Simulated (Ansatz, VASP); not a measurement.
# BaTi2Bi2O in two plane-wave programs, part 2 of 3

Aim: how closely do two programs agree when they are given the same cell, functional and k mesh? The cell is taken from a series of runs on this material, whose earlier steps may have relaxed, scaled, displaced or heated it; both programs get it as it stands.

VASP 6.6.1 and Ansatz 0.2.0.

So far: The starting structure; VASP: zone-centre phonons, PBEsol.

## 2. VASP: zone-centre phonons, PBEsol (continued)

Level of this step: PBEsol, no spin polarisation; plane waves and PAW (Ba_sv, Ti_sv, Bi_d, O) (VASP).

Parts of OUTCAR (step 2):

```text
ion  position               nearest neighbor table
   1  0.500  0.500  0.500-   4 3.56   5 3.56   4 3.56   5 3.56   4 3.56   5 3.56   4 3.56   5 3.56

  LATTYP: Found a simple tetragonal cell.
 ALAT       =     4.0523746416
 C/A-ratio  =     2.0912200227

 Subroutine GETGRP returns: Found 16 space group operations
 (whereof 16 operations were pure point group operations)

The static configuration has the point symmetry D_4h.

 Found     12 irreducible k-points:

   k-points           NKPTS =     12   k-points in BZ     NKDIM =     12   number of bands    NBANDS=     43

   dimension x,y,z NGX =    32 NGY =   32 NGZ =   70
   dimension x,y,z NGXF=    64 NGYF=   64 NGZF=  140

   ENCUT  =  600.0 eV  44.10 Ry    6.64 a.u.   8.09  8.09 16.93*2*pi/ulx,y,z

   NELECT =      70.0000    total number of electrons

 k-points in reciprocal lattice and weights: Automatic mesh
   0.00000000  0.00000000  0.00000000       0.031
   0.25000000  0.00000000  0.00000000       0.125
   0.50000000  0.00000000  0.00000000       0.062
   0.25000000  0.25000000  0.00000000       0.125
   0.50000000  0.25000000  0.00000000       0.125
   0.50000000  0.50000000  0.00000000       0.031
   0.00000000  0.00000000  0.50000000       0.031
   0.25000000  0.00000000  0.50000000       0.125
   0.50000000  0.00000000  0.50000000       0.062
   0.25000000  0.25000000  0.50000000       0.125
   0.50000000  0.25000000  0.50000000       0.125
   0.50000000  0.50000000  0.50000000       0.031

 average (electrostatic) potential at core
       1 -33.4760       2 -74.1352       3 -74.1352       4-103.2438       5-103.2438
       6 -70.0542

  Total       -0.1201928     -0.1201928      0.9257497      0.0000000      0.0000000      0.0000000
  in kB       -1.3837597     -1.3837597     10.6579989      0.0000000      0.0000000      0.0000000
  external PRESSURE =       2.6301598 kB  Pullay stress =       0.0000000 kB

  energy-cutoff  :      600.00
  volume of cell :      139.16
      direct lattice vectors                 reciprocal lattice vectors
     4.052374642  0.000000000  0.000000000     0.246768892  0.000000000  0.000000000
     0.000000000  4.052374642  0.000000000     0.000000000  0.246768892  0.000000000
     0.000000000  0.000000000  8.474406990     0.000000000  0.000000000  0.118002357

 POSITION                                       TOTAL-FORCE (eV/Angst)
 -----------------------------------------------------------------------------------
      2.02619      2.02619      4.23720         0.000000      0.000000      0.000000
      0.00000      2.02619      0.00000         0.000000      0.000000      0.000000
      2.02619      0.00000      0.00000         0.000000      0.000000      0.000000
      0.00000      0.00000      2.11697        -0.000000     -0.000000     -0.021279
      0.00000      0.00000      6.35743         0.000000      0.000000      0.021279
      2.02619      2.02619      0.00000         0.000000      0.000000      0.000000
 -----------------------------------------------------------------------------------
    total drift:                                0.000000      0.000000     -0.000000

 Eigenvectors and eigenvalues of the dynamical matrix
 ----------------------------------------------------

   1 f  =   15.539874 THz    97.639909 2PiTHz  518.354405 cm-1    64.267726 meV
             X         Y         Z           dx          dy          dz
      2.026187  2.026187  4.237203     0.004674   -0.004236    0.000000
      0.000000  2.026187  0.000000    -0.294172    0.036776    0.000000
      2.026187  0.000000  0.000000    -0.040578    0.266607    0.000000
      0.000000  0.000000  2.116974    -0.016974    0.015384    0.000000
      0.000000  0.000000  6.357433    -0.016974    0.015384    0.000000
      2.026187  2.026187  0.000000     0.678421   -0.614850    0.000000

   2 f  =   15.539874 THz    97.639909 2PiTHz  518.354405 cm-1    64.267726 meV
             X         Y         Z           dx          dy          dz
      2.026187  2.026187  4.237203     0.004236    0.004674   -0.000000
      0.000000  2.026187  0.000000    -0.266607   -0.040578   -0.000000
      2.026187  0.000000  0.000000    -0.036776   -0.294172   -0.000000
      0.000000  0.000000  2.116974    -0.015384   -0.016974   -0.000000
      0.000000  0.000000  6.357433    -0.015384   -0.016974    0.000000
      2.026187  2.026187  0.000000     0.614850    0.678421    0.000000

   3 f  =    8.759975 THz    55.040545 2PiTHz  292.201309 cm-1    36.228329 meV
             X         Y         Z           dx          dy          dz
      2.026187  2.026187  4.237203    -0.000000    0.000000   -0.012243
      0.000000  2.026187  0.000000     0.000000    0.000000   -0.317321
      2.026187  0.000000  0.000000    -0.000000   -0.000000   -0.317321
      0.000000  0.000000  2.116974     0.000000   -0.000000    0.025886
      0.000000  0.000000  6.357433     0.000000   -0.000000    0.025886
      2.026187  2.026187  0.000000     0.000000   -0.000000    0.892818

   4 f  =    8.120007 THz    51.019508 2PiTHz  270.854274 cm-1    33.581635 meV
             X         Y         Z           dx          dy          dz
      2.026187  2.026187  4.237203     0.000790    0.001538    0.000000
      0.000000  2.026187  0.000000     0.280815   -0.673646   -0.000000
      2.026187  0.000000  0.000000    -0.346146    0.546503    0.000000
      0.000000  0.000000  2.116974    -0.000761   -0.001481    0.000000
      0.000000  0.000000  6.357433    -0.000761   -0.001481   -0.000000
      2.026187  2.026187  0.000000     0.101017    0.196593    0.000000

   5 f  =    8.120007 THz    51.019508 2PiTHz  270.854274 cm-1    33.581635 meV
             X         Y         Z           dx          dy          dz
      2.026187  2.026187  4.237203    -0.001538    0.000790   -0.000000
      0.000000  2.026187  0.000000    -0.546503   -0.346146   -0.000000
      2.026187  0.000000  0.000000     0.673646    0.280815    0.000000
      0.000000  0.000000  2.116974     0.001481   -0.000761   -0.000000
      0.000000  0.000000  6.357433     0.001481   -0.000761    0.000000
      2.026187  2.026187  0.000000    -0.196593    0.101017    0.000000

   6 f  =    6.604954 THz    41.500150 2PiTHz  220.317553 cm-1    27.315883 meV
             X         Y         Z           dx          dy          dz
      2.026187  2.026187  4.237203    -0.000000   -0.000000   -0.000000
      0.000000  2.026187  0.000000     0.000000    0.000000   -0.707107
      2.026187  0.000000  0.000000    -0.000000   -0.000000    0.707107
      0.000000  0.000000  2.116974     0.000000    0.000000    0.000000
      0.000000  0.000000  6.357433     0.000000   -0.000000    0.000000
      2.026187  2.026187  0.000000    -0.000000   -0.000000   -0.000000

   7 f  =    6.103838 THz    38.351546 2PiTHz  203.602126 cm-1    25.243435 meV
             X         Y         Z           dx          dy          dz
      2.026187  2.026187  4.237203    -0.000000    0.000000   -0.087753
      0.000000  2.026187  0.000000     0.000000   -0.000000   -0.538740
      2.026187  0.000000  0.000000     0.000000   -0.000000   -0.538740
      0.000000  0.000000  2.116974    -0.000000   -0.000000    0.352231
      0.000000  0.000000  6.357433    -0.000000   -0.000000    0.352231
      2.026187  2.026187  0.000000     0.000000    0.000000   -0.404581

   8 f  =    3.374986 THz    21.205663 2PiTHz  112.577419 cm-1    13.957815 meV
             X         Y         Z           dx          dy          dz
      2.026187  2.026187  4.237203    -0.000000   -0.000000    0.000000
      0.000000  2.026187  0.000000     0.000000    0.000000   -0.000000
      2.026187  0.000000  0.000000     0.000000    0.000000   -0.000000
      0.000000  0.000000  2.116974    -0.000000   -0.000000    0.707107
      0.000000  0.000000  6.357433    -0.000000    0.000000   -0.707107
      2.026187  2.026187  0.000000     0.000000    0.000000   -0.000000

   9 f  =    3.249521 THz    20.417344 2PiTHz  108.392360 cm-1    13.438934 meV
             X         Y         Z           dx          dy          dz
      2.026187  2.026187  4.237203    -0.020437   -0.022912    0.000000
      0.000000  2.026187  0.000000     0.409187    0.435384    0.000000
      2.026187  0.000000  0.000000     0.388367    0.458725   -0.000000
      0.000000  0.000000  2.116974    -0.210021   -0.235447   -0.000000
      0.000000  0.000000  6.357433    -0.210021   -0.235447    0.000000
      2.026187  2.026187  0.000000     0.190289    0.213326   -0.000000

  10 f  =    3.249521 THz    20.417344 2PiTHz  108.392360 cm-1    13.438934 meV
             X         Y         Z           dx          dy          dz
      2.026187  2.026187  4.237203     0.022912   -0.020437    0.000000
      0.000000  2.026187  0.000000    -0.458725    0.388367   -0.000000
      2.026187  0.000000  0.000000    -0.435384    0.409187   -0.000000
      0.000000  0.000000  2.116974     0.235447   -0.210021    0.000000
      0.000000  0.000000  6.357433     0.235447   -0.210021   -0.000000
      2.026187  2.026187  0.000000    -0.213326    0.190289   -0.000000

  11 f  =    2.306076 THz    14.489500 2PiTHz   76.922401 cm-1     9.537158 meV
             X         Y         Z           dx          dy          dz
      2.026187  2.026187  4.237203     0.000000   -0.000000   -0.000000
      0.000000  2.026187  0.000000    -0.000000    0.000000    0.000000
      2.026187  0.000000  0.000000    -0.000000    0.000000   -0.000000
      0.000000  0.000000  2.116974    -0.673777    0.214534    0.000000
      0.000000  0.000000  6.357433     0.673777   -0.214534   -0.000000
      2.026187  2.026187  0.000000    -0.000000    0.000000    0.000000

  12 f  =    2.306076 THz    14.489500 2PiTHz   76.922401 cm-1     9.537158 meV
             X         Y         Z           dx          dy          dz
      2.026187  2.026187  4.237203    -0.000000   -0.000000   -0.000000
      0.000000  2.026187  0.000000     0.000000    0.000000    0.000000
      2.026187  0.000000  0.000000     0.000000    0.000000    0.000000
      0.000000  0.000000  2.116974     0.214534    0.673777    0.000000
      0.000000  0.000000  6.357433    -0.214534   -0.673777   -0.000000
      2.026187  2.026187  0.000000     0.000000    0.000000    0.000000

  13 f  =    2.229609 THz    14.009047 2PiTHz   74.371755 cm-1     9.220918 meV
             X         Y         Z           dx          dy          dz
      2.026187  2.026187  4.237203     0.000000   -0.000000    0.890819
      0.000000  2.026187  0.000000    -0.000000   -0.000000   -0.191892
      2.026187  0.000000  0.000000     0.000000   -0.000000   -0.191892
      0.000000  0.000000  2.116974    -0.000000    0.000000   -0.245673
      0.000000  0.000000  6.357433    -0.000000    0.000000   -0.245673
      2.026187  2.026187  0.000000    -0.000000    0.000000   -0.109941
    [... 43 further lines ...]
      0.000000  0.000000  6.357433     0.000000   -0.000000   -0.561167
      2.026187  2.026187  0.000000     0.000000   -0.000000   -0.164629

 ELASTIC MODULI CONTR FROM IONIC RELAXATION (kBar)
 Direction    XX          YY          ZZ          XY          YZ          ZX
 --------------------------------------------------------------------------------
 XX         -25.7572    -25.7572    -74.2124      0.0000     -0.0000     -0.0000
 YY         -25.7572    -25.7572    -74.2124      0.0000     -0.0000     -0.0000
 ZZ         -74.2124    -74.2124   -213.8233      0.0000     -0.0000     -0.0000
 XY           0.0000      0.0000      0.0000      0.0000      0.0000      0.0000
 YZ          -0.0000     -0.0000     -0.0000      0.0000   -124.8149     -0.0000
 ZX          -0.0000     -0.0000     -0.0000      0.0000     -0.0000    -94.2944
 --------------------------------------------------------------------------------
```

This run has no spin polarisation, so a moment on Ti, if there is one, isn't seen. Harder data sets than Ba_sv exist (the GW ones), and pressures, volumes and forces can shift noticeably with them.

(Part 2 of 3 ends here.)

[Lines on the potential files, build, host, timing and source positions are cut from VASP's logs without a mark.]

[Logs are printed without paths, hosts, clocks, repeated set-up lines and the standing remarks that a program may print on its own settings, such as how far it seeks lower states.]

[Hosts, paths, dates, database ids (printed as entryN), source tags and the programs' standing remarks are cut or masked in the printed files.]
